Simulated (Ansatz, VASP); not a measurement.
# Cross-check of TaN between VASP and Ansatz, part 2 of 2

Aim: how closely do two programs agree when they are given the same cell, functional and k mesh? The cell is taken from a series of runs on this material, whose earlier steps may have relaxed, scaled, displaced or heated it; both programs get it as it stands.

VASP 6.6.1 and Ansatz 0.2.0.

So far: Set-up; Ansatz: zone-centre phonons, PBEsol.

### Step 3. VASP: zone-centre phonons, PBEsol

Level of this step: PBEsol; plane waves and PAW (N, Ta_pv) (VASP).

The same cell, functional, mesh and smearing now go to VASP, with its own data sets.

Lines of VASP's logs that name or quote its potential files are left out, and so is its time.

Input file INCAR:

```
SYSTEM = TaN
PREC = Accurate
ENCUT = 600
EDIFF = 1E-08
NELM = 120
ISMEAR = 1
SIGMA = 0.2
LREAL = .FALSE.
ALGO = Normal
GGA = PS
NBANDS = 14
LASPH = .TRUE.
LORBIT = 11
LWAVE = .FALSE.
LCHARG = .FALSE.
ISIF = 2
IBRION = 8
GGA_COMPAT = .FALSE.
KPAR = 2
```

Input file POSCAR:

```
TaN
1.0
    0.0725259838      2.2023634897      2.1789044448
    2.2023634897      0.0725259838      2.1789044448
    2.2748894734      2.2748894734     -0.0000000002
N Ta
1 1
Direct
    0.0000000000      0.0000000000      0.0000000000
    0.5000000000      0.5000000000      0.5000000000
```

Input file KPOINTS:

```
Automatic mesh
0
Gamma
16 16 16
0 0 0
```

Potentials, in the order of the species: N and Ta_pv (PBE family, release 64).

Launch:

```console
mpirun -np 2 vasp_std
```

Numbers of over 12 decimals in the logs are rounded to 6 here.

The log of the run:

```text
[banner, memory and clock lines left out]
running    2 mpi-ranks, on    1 nodes
 distrk:  each k-point on    1 cores,    2 groups
 distr:  one band on    1 cores,    1 groups

 POSCAR found type information on POSCAR N Ta
 POSCAR found :  2 types and       2 ions
|                                                                             |
|               ----> ADVICE to this user running VASP <----                  |
|                                                                             |
|     You enforced a specific xc type in the INCAR file but a different       |
|     [... a line on the potential file left out ...]
|     I HOPE YOU KNOW WHAT YOU ARE DOING!                                     |
|                                                                             |

 LDA part: xc-table for (Slater+PW92), standard interpolation
 POSCAR, INCAR and KPOINTS ok, starting setup
 FFT: planning ... GRIDC
 FFT: planning ... GRID_SOFT
 FFT: planning ... GRID
 WAVECAR not read
 entering main loop
       N       E                     dE             d eps       ncg     rms          rms(c)
DAV:   1     0.969555733702E+02    0.96956E+02   -0.97383E+03 17404   0.135E+03
DAV:   2    -0.225736406714E+02   -0.11953E+03   -0.11239E+03 21090   0.343E+02
DAV:   3    -0.259656277843E+02   -0.33920E+01   -0.33466E+01 20502   0.544E+01
DAV:   4    -0.259846925495E+02   -0.19065E-01   -0.19053E-01 20112   0.413E+00
DAV:   5    -0.259848123841E+02   -0.11983E-03   -0.11983E-03 20346   0.306E-01    0.246E+01
DAV:   6    -0.233188647617E+02    0.26659E+01   -0.57636E+00 20718   0.277E+01    0.103E+01
DAV:   7    -0.232321513931E+02    0.86713E-01   -0.38932E-01 21486   0.606E+00    0.706E+00
DAV:   8    -0.231974779829E+02    0.34673E-01   -0.14022E-01 20730   0.347E+00    0.151E+00
DAV:   9    -0.231928593318E+02    0.46187E-02   -0.13330E-02 19680   0.103E+00    0.351E-01
DAV:  10    -0.231927258786E+02    0.13345E-03   -0.50133E-04 23632   0.278E-01    0.121E-01
DAV:  11    -0.231926913863E+02    0.34492E-04   -0.60991E-05 19966   0.827E-02    0.167E-02
DAV:  12    -0.231926914139E+02   -0.27598E-07   -0.33220E-06 22608   0.191E-02    0.146E-03
DAV:  13    -0.231926913043E+02    0.10963E-06   -0.11244E-07 19448   0.299E-03    0.585E-04
DAV:  14    -0.231926912838E+02    0.20493E-07   -0.38374E-09 15024   0.830E-04    0.218E-04
DAV:  15    -0.231926912790E+02    0.48133E-08   -0.66358E-10  9954   0.383E-04
   1 F= -.23192691E+02 E0= -.23192431E+02  d E =-.779666E-03
 Linear response reoptimize wavefunctions to high precision
DAV:   1    -0.231926912787E+02    0.31787E-09   -0.70445E-11 12876   0.934E-05
DAV:   2    -0.231926912787E+02   -0.22737E-12   -0.71050E-12  9744   0.329E-05
 Linear response DOF=           4
 Linear response progress:
  Degree of freedom:   1/  4
       N       E                     dE             d eps       ncg     rms          rms(c)
RMM:   1    -0.234908742627E+00   -0.23491E+00    0.14841E-01 68714   0.295E+00
RMM:   2    -0.230541386635E+00    0.43674E-02   -0.40200E-03 52324   0.517E-01    0.144E-01
RMM:   3    -0.231413409197E+00   -0.87202E-03   -0.82799E-04 47784   0.178E-01    0.738E-02
RMM:   4    -0.232703961725E+00   -0.12906E-02   -0.40925E-04 48768   0.124E-01    0.221E-02
RMM:   5    -0.232797074005E+00   -0.93112E-04   -0.19781E-05 55275   0.348E-02    0.253E-03
RMM:   6    -0.232794559820E+00    0.25142E-05   -0.19264E-06 55360   0.741E-03    0.971E-04
RMM:   7    -0.232785528000E+00    0.90318E-05   -0.17626E-07 55883   0.216E-03    0.396E-04
RMM:   8    -0.232786738019E+00   -0.12100E-05   -0.37695E-08 59905   0.752E-04    0.145E-04
RMM:   9    -0.232785955817E+00    0.78220E-06   -0.65046E-10 59661   0.261E-04    0.278E-05
RMM:  10    -0.232785673054E+00    0.28276E-06   -0.10677E-08 62722   0.922E-05    0.153E-05
RMM:  11    -0.232785695486E+00   -0.22432E-07   -0.40775E-09 62539   0.325E-05    0.488E-06
RMM:  12    -0.232785727077E+00   -0.31592E-07   -0.37304E-09 57151   0.163E-05    0.244E-06
RMM:  13    -0.232785726803E+00    0.27426E-09   -0.72286E-09 49689   0.969E-06    0.324E-07
 first order change of Fermi-energy   0.24781E-03
 force on displaced ion       1 direction 1 :  -7.420  -0.581   0.000
 Linear response progress:
  Degree of freedom:   2/  4
       N       E                     dE             d eps       ncg     rms          rms(c)
RMM:   1    -0.235458823448E+00   -0.23546E+00    0.15658E-01 38195   0.298E+00
RMM:   2    -0.231622204810E+00    0.38366E-02   -0.40891E-03 29457   0.519E-01    0.150E-01
RMM:   3    -0.232503451636E+00   -0.88125E-03   -0.85834E-04 26746   0.182E-01    0.773E-02
RMM:   4    -0.233834446622E+00   -0.13310E-02   -0.42930E-04 27198   0.127E-01    0.231E-02
RMM:   5    -0.233938542400E+00   -0.10410E-03   -0.20744E-05 30983   0.360E-02    0.264E-03
RMM:   6    -0.233938611818E+00   -0.69418E-07   -0.19740E-06 30976   0.774E-03    0.103E-03
RMM:   7    -0.233928752785E+00    0.98590E-05   -0.20334E-07 30974   0.230E-03    0.405E-04
RMM:   8    -0.233929633252E+00   -0.88047E-06   -0.31818E-08 33855   0.734E-04    0.190E-04
RMM:   9    -0.233929118618E+00    0.51463E-06   -0.12300E-09 34545   0.250E-04    0.208E-05
RMM:  10    -0.233928889091E+00    0.22953E-06   -0.29305E-10 33657   0.772E-05    0.162E-05
RMM:  11    -0.233928890167E+00   -0.10766E-08   -0.59190E-09 34543   0.327E-05    0.521E-06
 first order change of Fermi-energy   0.38250E-03
 force on displaced ion       1 direction 3 :  -0.000  -0.000  -8.529
 Linear response progress:
  Degree of freedom:   3/  4
       N       E                     dE             d eps       ncg     rms          rms(c)
RMM:   1    -0.136220828454E+00   -0.13622E+00    0.11542E+01 31887   0.246E+01
RMM:   2    -0.165057844062E+00   -0.28837E-01   -0.27130E-02 48788   0.150E+00    0.110E-01
RMM:   3    -0.164323050184E+00    0.73479E-03   -0.20380E-03 57556   0.289E-01    0.505E-02
RMM:   4    -0.163822346418E+00    0.50070E-03   -0.17864E-04 62336   0.920E-02    0.189E-02
RMM:   5    -0.163615960618E+00    0.20639E-03   -0.16824E-05 62524   0.251E-02    0.469E-03
RMM:   6    -0.163604083564E+00    0.11877E-04   -0.25541E-06 59965   0.860E-03    0.827E-04
RMM:   7    -0.163601459894E+00    0.26237E-05   -0.24183E-06 63540   0.255E-03    0.340E-04
RMM:   8    -0.163603126032E+00   -0.16661E-05   -0.14176E-06 65990   0.889E-04    0.100E-04
RMM:   9    -0.163603982820E+00   -0.85679E-06   -0.10378E-06 65156   0.354E-04    0.424E-05
RMM:  10    -0.163604550458E+00   -0.56764E-06   -0.69584E-07 58907   0.206E-04    0.723E-06
RMM:  11    -0.163604543236E+00    0.72225E-08   -0.34634E-07 69147   0.977E-05    0.648E-06
RMM:  12    -0.163604566525E+00   -0.23289E-07   -0.22256E-07 62452   0.530E-05    0.143E-06
RMM:  13    -0.163604566908E+00   -0.38276E-09   -0.13707E-07 59556   0.319E-05    0.961E-07
RMM:  14    -0.163604571186E+00   -0.42783E-08   -0.80163E-08 44659   0.207E-05    0.910E-07
 first order change of Fermi-energy  -0.29625E-03
 force on displaced ion       2 direction 1 :  -7.416  -0.579   0.000
 Linear response progress:
  Degree of freedom:   4/  4
       N       E                     dE             d eps       ncg     rms          rms(c)
RMM:   1    -0.137626098117E+00   -0.13763E+00    0.11426E+01 18301   0.245E+01
RMM:   2    -0.166172504380E+00   -0.28546E-01   -0.26368E-02 27353   0.149E+00    0.114E-01
RMM:   3    -0.165406359812E+00    0.76614E-03   -0.20096E-03 32085   0.290E-01    0.523E-02
RMM:   4    -0.164882590041E+00    0.52377E-03   -0.17535E-04 34432   0.937E-02    0.187E-02
RMM:   5    -0.164678393974E+00    0.20420E-03   -0.17304E-05 34681   0.252E-02    0.514E-03
RMM:   6    -0.164658097405E+00    0.20297E-04   -0.30738E-06 33320   0.875E-03    0.865E-04
RMM:   7    -0.164654297201E+00    0.38002E-05   -0.12343E-07 35282   0.256E-03    0.339E-04
RMM:   8    -0.164655977220E+00   -0.16800E-05    0.95051E-07 36760   0.915E-04    0.884E-05
RMM:   9    -0.164656825606E+00   -0.84839E-06    0.34746E-07 36100   0.364E-04    0.467E-05
RMM:  10    -0.164657367904E+00   -0.54230E-06    0.37718E-07 32542   0.234E-04    0.118E-05
RMM:  11    -0.164657529967E+00   -0.16206E-06    0.27168E-07 35372   0.127E-04    0.917E-06
RMM:  12    -0.164657495484E+00    0.34483E-07    0.22379E-07 33856   0.711E-05    0.176E-06
RMM:  13    -0.164657506166E+00   -0.10682E-07    0.15475E-07 35200   0.391E-05    0.161E-06
RMM:  14    -0.164657490303E+00    0.15863E-07    0.11132E-07 30728   0.264E-05    0.310E-06
RMM:  15    -0.164657521575E+00   -0.31272E-07    0.77212E-08 29724   0.208E-05    0.162E-06
RMM:  16    -0.164657542827E+00   -0.21252E-07    0.53113E-08 29945   0.160E-05    0.707E-07
RMM:  17    -0.164657542100E+00    0.72705E-09    0.38890E-08 15487   0.119E-05    0.839E-07
 first order change of Fermi-energy  -0.18639E-03
 force on displaced ion       2 direction 3 :  -0.000  -0.000  -8.528
 Linear response finished
```

From OUTCAR (step 3):

```text
ion  position               nearest neighbor table
   1  0.000  0.000  0.000-   2 2.18   2 2.18   2 2.20   2 2.20   2 2.20   2 2.20
   2  0.500  0.500  0.500-   1 2.18   1 2.18   1 2.20   1 2.20   1 2.20   1 2.20

  LATTYP: Found a body centered orthorhombic cell.
 ALAT       =     3.0120450865
 B/A-ratio  =     1.0681047109
 C/A-ratio  =     1.4467940435

 Subroutine GETGRP returns: Found  8 space group operations
 (whereof  8 operations were pure point group operations)

The static configuration has the point symmetry D_2h.

 Found    621 irreducible k-points:

   k-points           NKPTS =    621   k-points in BZ     NKDIM =    621   number of bands    NBANDS=     14

   dimension x,y,z NGX =    28 NGY =   28 NGZ =   28
   dimension x,y,z NGXF=    56 NGYF=   56 NGZF=   56

   ENCUT  =  600.0 eV  44.10 Ry    6.64 a.u.   6.19  6.19  6.43*2*pi/ulx,y,z

   NELECT =      16.0000    total number of electrons

 k-points in reciprocal lattice and weights: Automatic mesh
   0.00000000  0.00000000  0.00000000       0.000
   0.06250000  0.00000000 -0.00000000       0.001
   0.12500000  0.00000000 -0.00000000       0.001
   0.18750000 -0.00000000  0.00000000       0.001
   0.25000000  0.00000000 -0.00000000       0.001
   0.31250000 -0.00000000 -0.00000000       0.001
   0.37500000 -0.00000000  0.00000000       0.001
   0.43750000 -0.00000000 -0.00000000       0.001
   0.50000000  0.00000000 -0.00000000       0.000
[...]
0.25000000  0.25000000  0.50000000       0.000
  -0.25000000  0.25000000  0.50000000       0.000

 average (electrostatic) potential at core
       1 -61.2608       2 -34.5193

  Total       -0.4180933     -0.4180933      0.1475241     -0.5528744      0.0000000      0.0000000
  in kB      -31.7255252    -31.7255252     11.1943409    -41.9529129      0.0000000      0.0000000
  external PRESSURE =     -17.4189031 kB  Pullay stress =       0.0000000 kB

  energy-cutoff  :      600.00
  volume of cell :       21.11
      direct lattice vectors                 reciprocal lattice vectors
     0.072525984  2.202363490  2.178904445    -0.234759693  0.234759693  0.229473119
     2.202363490  0.072525984  2.178904445     0.234759693 -0.234759693  0.229473119
     2.274889473  2.274889473 -0.000000000     0.219790898  0.219790898 -0.229473119

 POSITION                                       TOTAL-FORCE (eV/Angst)
 -----------------------------------------------------------------------------------
      0.00000      0.00000      0.00000         0.000000      0.000000     -0.000000
      2.27489      2.27489      2.17890        -0.000000     -0.000000      0.000000
 -----------------------------------------------------------------------------------
    total drift:                                0.000000      0.000000      0.000000

 Eigenvectors and eigenvalues of the dynamical matrix
 ----------------------------------------------------

   1 f  =   12.665202 THz    79.577811 2PiTHz  422.465666 cm-1    52.379043 meV
             X         Y         Z           dx          dy          dz
      0.000000  0.000000  0.000000    -0.000000   -0.000000    0.963429
      2.274889  2.274889  2.178904     0.000000    0.000000   -0.267965

   2 f  =   12.266121 THz    77.070312 2PiTHz  409.153759 cm-1    50.728578 meV
             X         Y         Z           dx          dy          dz
      0.000000  0.000000  0.000000    -0.681259   -0.681259   -0.000000
      2.274889  2.274889  2.178904     0.189438    0.189438    0.000000

   3 f  =   11.341269 THz    71.259296 2PiTHz  378.304021 cm-1    46.903700 meV
             X         Y         Z           dx          dy          dz
      0.000000  0.000000  0.000000    -0.681253    0.681253    0.000000
      2.274889  2.274889  2.178904     0.189459   -0.189459   -0.000000

   4 f/i=    0.000327 THz     0.002055 2PiTHz    0.010911 cm-1     0.001353 meV
             X         Y         Z           dx          dy          dz
      0.000000  0.000000  0.000000    -0.000000    0.000000   -0.267965
      2.274889  2.274889  2.178904    -0.000000    0.000000   -0.963429

   5 f/i=    0.000638 THz     0.004011 2PiTHz    0.021296 cm-1     0.002640 meV
             X         Y         Z           dx          dy          dz
      0.000000  0.000000  0.000000     0.189459   -0.189459   -0.000000
      2.274889  2.274889  2.178904     0.681253   -0.681253   -0.000000

   6 f/i=    0.001075 THz     0.006755 2PiTHz    0.035861 cm-1     0.004446 meV
             X         Y         Z           dx          dy          dz
      0.000000  0.000000  0.000000     0.189438    0.189438    0.000000
      2.274889  2.274889  2.178904     0.681259    0.681259    0.000000

 ELASTIC MODULI CONTR FROM IONIC RELAXATION (kBar)
 Direction    XX          YY          ZZ          XY          YZ          ZX
 --------------------------------------------------------------------------------
 XX           0.0000      0.0000      0.0000      0.0000      0.0000      0.0000
 YY           0.0000      0.0000      0.0000      0.0000      0.0000      0.0000
 ZZ           0.0000      0.0000      0.0000      0.0000      0.0000      0.0000
 XY           0.0000      0.0000      0.0000      0.0000      0.0000      0.0000
 YZ           0.0000      0.0000      0.0000      0.0000      0.0000      0.0000
 ZX           0.0000      0.0000      0.0000      0.0000      0.0000      0.0000
 --------------------------------------------------------------------------------
```

### Step 4. Comparison

Known differences besides the potentials themselves: the data sets hold 18 valence electrons in Ansatz (on its PAW soft_1 files) and 16 in VASP; the cutoff is 420 eV in Ansatz and 600 eV in VASP; Ansatz makes its cores anew for this functional, VASP keeps those of its PBE data sets. Total energies have different zeros and are not compared.

The two programs side by side:

| quantity | Ansatz | VASP | difference |
| --- | --- | --- | --- |
| optical mode 1 (cm⁻¹) | 378.2 | 378.3 | -0.01 % |
| optical mode 2 (cm⁻¹) | 408.0 | 409.2 | -0.27 % |
| optical mode 3 (cm⁻¹) | 421.2 | 422.5 | -0.30 % |

Modes are paired by rising frequency, not by their patterns, so a pair may set unlike modes beside each other; they are those without the splitting of longitudinal modes.

### Step 5. Results

| Quantity | Value |
| --- | --- |
| r.m.s. difference of the optical zone-centre modes, each program's sorted by frequency (zone-centre phonons, PBEsol) | 0.98 cm⁻¹ |

**Reading.** The r.m.s. difference of the optical zone-centre modes, each program's sorted by frequency is 0.98 cm⁻¹ (zone-centre phonons, PBEsol). The data sets hold unlike numbers of valence electrons (18 in Ansatz and 16 in VASP), so part of the differences comes from the potentials. Such differences can come from data sets, numerical settings and the points named under the comparisons, not from the functional's error against experiment.

[Lines on the potential files, build, host, timing and source positions are cut from VASP's logs without a mark.]

[Logs are printed without paths, hosts, clocks, repeated set-up lines and the standing remarks that a program may print on its own settings, such as how far it seeks lower states.]

[Hosts, paths, dates, database ids (printed as entryN), source tags and the programs' standing remarks are cut or masked in the printed files.]
